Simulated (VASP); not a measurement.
Given:

```
CELL_PARAMETERS angstrom
      4.20036     0.00000     0.00000
      0.00000     4.20036     0.00000
      0.00000     0.00000     4.20036
ATOMIC_POSITIONS crystal
  Ba 0.00000 0.00000 0.00000
  Hf 0.50000 0.50000 0.50000
  O  0.50000 0.00000 0.50000
  O  0.00000 0.50000 0.50000
  O  0.50000 0.50000 0.00000
```

These are PW91 GGA, VASP's PBE PAW potentials (set 64) (plane waves; VASP) values and carry that method's errors. Run with 520 eV cut-off, Gaussian smearing of 0.050 eV, potentials Ba_sv Hf_pv O.

Unless said otherwise, spin-orbit coupling is left out, though it shifts the bands of the heavy elements here.

Problem. Estimate the band gap (along the path) with the smallest direct gap where there is one.

Solution. 
The band gap (along the path) is 3.54 eV and the smallest direct gap (along the path) comes out as 3.77 eV.

The absolute energy has meaning only against runs of the same code, potentials and settings.

The compound is BaHfO3 in the cubic perovskite structure. It was relaxed first.
